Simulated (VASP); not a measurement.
Output of a VASP run:

File OSZICAR:
```
...
DAV:   3    -0.201845138517E+02    0.12927E-02   -0.17734E-03  1952   0.575E-01    0.477E-02
DAV:   4    -0.201844874809E+02    0.26371E-04   -0.38772E-04  2216   0.185E-01    0.122E-02
DAV:   5    -0.201844921185E+02   -0.46376E-05   -0.32236E-05  1576   0.579E-02    0.359E-03
DAV:   6    -0.201844920092E+02    0.10935E-06   -0.27127E-06  2064   0.211E-02    0.244E-03
DAV:   7    -0.201844925502E+02   -0.54101E-06   -0.12008E-06  1448   0.858E-03    0.101E-03
DAV:   8    -0.201844926357E+02   -0.85513E-07   -0.20490E-07  1208   0.427E-03
   4 F= -.20184493E+02 E0= -.20184493E+02  d E =-.121565E-02
       N       E                     dE             d eps       ncg     rms          rms(c)
DAV:   1    -0.202133252050E+02   -0.28833E-01   -0.21313E+00  1504   0.124E+01    0.967E-01
DAV:   2    -0.201962082739E+02    0.17117E-01   -0.83055E-02  2016   0.345E+00    0.590E-01
DAV:   3    -0.201863134385E+02    0.98948E-02   -0.13377E-02  1960   0.144E+00    0.145E-01
DAV:   4    -0.201859322040E+02    0.38123E-03   -0.25314E-03  2216   0.551E-01    0.361E-02
DAV:   5    -0.201859725531E+02   -0.40349E-04   -0.35873E-04  1528   0.169E-01    0.102E-02
DAV:   6    -0.201859689148E+02    0.36383E-05   -0.24946E-05  2016   0.598E-02    0.670E-03
DAV:   7    -0.201859737266E+02   -0.48118E-05   -0.10054E-05  1512   0.244E-02    0.316E-03
DAV:   8    -0.201859743983E+02   -0.67172E-06   -0.19285E-06  1584   0.122E-02    0.970E-04
DAV:   9    -0.201859746711E+02   -0.27278E-06   -0.57454E-07  1344   0.715E-03    0.538E-04
DAV:  10    -0.201859746391E+02    0.31917E-07   -0.79184E-08  1184   0.294E-03
   5 F= -.20185975E+02 E0= -.20185975E+02  d E =-.269765E-02
       N       E                     dE             d eps       ncg     rms          rms(c)
DAV:   1    -0.201860097734E+02   -0.35102E-04   -0.25643E-03  1536   0.428E-01    0.336E-02
DAV:   2    -0.201859887314E+02    0.21042E-04   -0.96266E-05  2208   0.128E-01    0.206E-02
DAV:   3    -0.201859761361E+02    0.12595E-04   -0.16491E-05  1912   0.561E-02    0.475E-03
DAV:   4    -0.201859757984E+02    0.33763E-06   -0.36785E-06  2216   0.174E-02    0.120E-03
DAV:   5    -0.201859758509E+02   -0.52440E-07   -0.27304E-07  1288   0.565E-03
   6 F= -.20185976E+02 E0= -.20185976E+02  d E =-.269886E-02
       N       E                     dE             d eps       ncg     rms          rms(c)
DAV:   1    -0.201859964518E+02   -0.20653E-04   -0.16655E-03  1536   0.345E-01    0.270E-02
DAV:   2    -0.201859828077E+02    0.13644E-04   -0.62759E-05  2208   0.103E-01    0.165E-02
DAV:   3    -0.201859746399E+02    0.81679E-05   -0.10576E-05  1912   0.448E-02    0.391E-03
DAV:   4    -0.201859743950E+02    0.24486E-06   -0.24094E-06  2232   0.142E-02    0.983E-04
DAV:   5    -0.201859744345E+02   -0.39526E-07   -0.17914E-07  1168   0.469E-03
   7 F= -.20185974E+02 E0= -.20185974E+02  d E =-.269745E-02
       N       E                     dE             d eps       ncg     rms          rms(c)
DAV:   1    -0.201859489541E+02    0.25441E-04   -0.13652E-02  1696   0.661E-01    0.130E-02
DAV:   2    -0.201859826062E+02   -0.33652E-04   -0.36436E-04  2112   0.210E-01    0.699E-03
DAV:   3    -0.201859815961E+02    0.10102E-05   -0.34262E-06  2064   0.204E-02    0.354E-03
DAV:   4    -0.201859813051E+02    0.29095E-06   -0.86674E-07  1968   0.129E-02    0.104E-03
DAV:   5    -0.201859813509E+02   -0.45750E-07   -0.15947E-07   880   0.494E-03
   8 F= -.20185981E+02 E0= -.20185981E+02  d E =-.691633E-05
```

**OUTCAR**
```
------------------------ aborting loop because EDIFF is reached ----------------------------------------
  FORCE on cell =-STRESS in cart. coord.  units (eV):
  Direction    XX          YY          ZZ          XY          YZ          ZX
  --------------------------------------------------------------------------------------
  Total        0.0952904      0.0952904      0.1030904      0.0000000      0.0000000      0.0000000
  in kB        1.4080534      1.4080534      1.5233093      0.0000000      0.0000000      0.0000000
  external PRESSURE =       1.4464720 kB  Pullay stress =       0.0000000 kB
  volume of cell :      108.43
      direct lattice vectors                 reciprocal lattice vectors
     4.110766382  0.000000000 -0.000000000     0.243263642  0.000000000  0.000000000
     0.000000000  4.110766382  0.000000000     0.000000000  0.243263642  0.000000000
    -0.000000000  0.000000000  6.416451562     0.000000000  0.000000000  0.155849380
 POSITION                                       TOTAL-FORCE (eV/Angst)
 -----------------------------------------------------------------------------------
      2.05538      0.00000      5.22543        -0.000000      0.000000      0.002257
     -0.00000      2.05538      1.19102         0.000000      0.000000     -0.002257
      2.05538      2.05538     -0.00000        -0.000000      0.000000      0.000000
      4.11077      4.11077      6.41645        -0.000000     -0.000000      0.000000
 -----------------------------------------------------------------------------------
    total drift:                                0.000000      0.000000     -0.000000
  FREE ENERGIE OF THE ION-ELECTRON SYSTEM (eV)
  ---------------------------------------------------
  free  energy   TOTEN  =       -20.1859813509 eV

  energy  without entropy=      -20.1859813509  energy(sigma->0) =      -20.18598135

 reached required accuracy - stopping structural energy minimisation
```
(Selected blocks of OUTCAR.)

File POSCAR:
```
PbO
1
    4.0772705070     0.0000000000     0.0000000000
    0.0000000000     4.0772705070     0.0000000000
    0.0000000000     0.0000000000     6.5223103682
Pb O
2 2
Direct
  0.5000000000   0.0000000000   0.8196678093
  0.0000000000   0.5000000000   0.1803321907
  0.5000000000   0.5000000000   0.0000000000
  0.0000000000   0.0000000000   0.0000000000
```

**Question.** Write an INCAR and KPOINTS that could have produced this output.

**Answer.** One answer among several that fit: the input of the run itself, RPBE GGA, plane waves, VASP's PBE PAW potentials (set 64).

KPOINTS:
```
Automatic mesh
0
Gamma
6 6 4
0 0 0
```

INCAR:
```
LMAXMIX  =  4   # l cut-off of mixed one-centre charges
SYSTEM  =  PbO
NELM  =  100   # most electronic steps
ISMEAR  =  0   # Gaussian
LCHARG  =  .False.
LASPH  =  .True.   # aspherical one-centre terms
LWAVE  =  .False.
ALGO  =  Normal   # blocked Davidson
PREC  =  Accurate
ISIF  =  4   # ions and shape, fixed volume
GGA  =  RP   # RPBE
ENCUT  =  520   # plane-wave cut-off (eV)
EDIFF  =  1E-7
IBRION  =  2   # conjugate gradients
EDIFFG  =  -0.01
LREAL  =  .False.
SIGMA  =  0.05
NSW  =  30   # most ionic steps
```

POTCAR, in this order: Pb_d O (PBE.64 set). Program: vasp_std.

Without a dispersion term in the relaxation, distances and binding between the weakly bound layers, chains or molecules are unreliable, and so is what depends on them.

The compound is PbO in the litharge structure. This cell is one point of a volume scan, at 0.97 of the reference volume. Symmetry was kept, so distortions that lower it aren't found.
